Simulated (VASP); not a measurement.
VASP ran on this input.

**KPOINTS**
```
K-points
0
G
 6 6 6
0 0 0
```

POSCAR:
```
TlBr
1
    4.0169880000     0.0000000000     0.0000000000
    0.0000000000     4.0224040000     0.0000000000
    0.0000000000     0.0000000000     4.0710780000
Tl Br
1 1
Direct
  0.0000000000   0.0000000000   0.0000000000
  0.5227330000   0.5000000000   0.5000000000
```

### INCAR
```
SYSTEM = TlBr
PREC = Accurate; ENCUT = 400; LREAL = .FALSE.
LASPH = .TRUE.
EDIFF = 1E-6; NELM = 100; ALGO = Normal
LMAXMIX = 4
ISMEAR = 0; SIGMA = 0.05
GGA = RP
ISIF = 2
LWAVE = .FALSE.; LCHARG = .FALSE.
```

POTCAR, in this order: Tl_d Br (PBE.64 set). Program: vasp_std.

Task: Write an equivalent input for Quantum ESPRESSO's pw.x.

Result: One equivalent input (not run):
```
&CONTROL
  calculation = 'scf'
  pseudo_dir = './pseudo'
  outdir = './out'
  tprnfor = .true.
  tstress = .true.
/
&SYSTEM
  ibrav = 0
  nat = 2
  ntyp = 2
  ecutwfc = 60.3
  occupations = 'smearing'
  smearing = 'gaussian'
  degauss = 0.003675
  input_dft = 'rpbe'
/
&ELECTRONS
  conv_thr = 7.3e-08
  electron_maxstep = 100
/
ATOMIC_SPECIES
  Tl 204.380 Tl.upf
  Br 79.904 Br.upf
CELL_PARAMETERS angstrom
     4.0169880    0.0000000    0.0000000
     0.0000000    4.0224040    0.0000000
     0.0000000    0.0000000    4.0710780
ATOMIC_POSITIONS crystal
  Tl   0.0000000  0.0000000  0.0000000
  Br   0.5227330  0.5000000  0.5000000
K_POINTS automatic
  6 6 6 0 0 0
```
The two are equivalent in intent, not identical: the potentials are each code's own (VASP's PAW set, PseudoDojo norm-conserving files in pw.x), so ENCUT and ecutwfc are chosen apart and not converted; conv_thr bounds pw.x's estimated SCF error, while EDIFF bounds the energy change between steps.

The compound is TlBr in the CsCl type structure. The cell was not relaxed at this level, atoms are displaced from their ideal sites. The run is one of a series of settings (GGA = RP against the base run), some of them coarse on purpose.
